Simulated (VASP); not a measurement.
Here is the system:

```yaml
crystal:
  lattice:
    - [0.00000, 2.82540, 2.82540]
    - [2.82540, 0.00000, 2.82540]
    - [2.82540, 2.82540, 0.00000]
  atoms:
    - { symbol: Ba, position: [0.00000, 0.00000, 0.00000] }
    - { symbol: O, position: [0.50000, 0.50000, 0.50000] }
```

Computed with PBE GGA, VASP's PBE PAW potentials (set 64) (plane waves; VASP 6.6.1). Numerical set-up: 520 eV cut-off, 5×5×5 Monkhorst-Pack mesh, Gaussian smearing of 0.050 eV, potentials Ba_sv O.

**Question.** What does the run give for the energy per atom (σ→0), pressure?

**Answer.** 
The energy per atom (σ→0) comes out as -5.903 eV/atom and the pressure is -1.26 GPa.

Only differences to runs with the same potentials and settings are physical.

The compound is BaO in the rock salt structure. The cell was not relaxed at this level. The run is one of a series of settings (KPOINTS 5×5×5 Monkhorst-Pack mesh against the base run), some of them coarse on purpose.
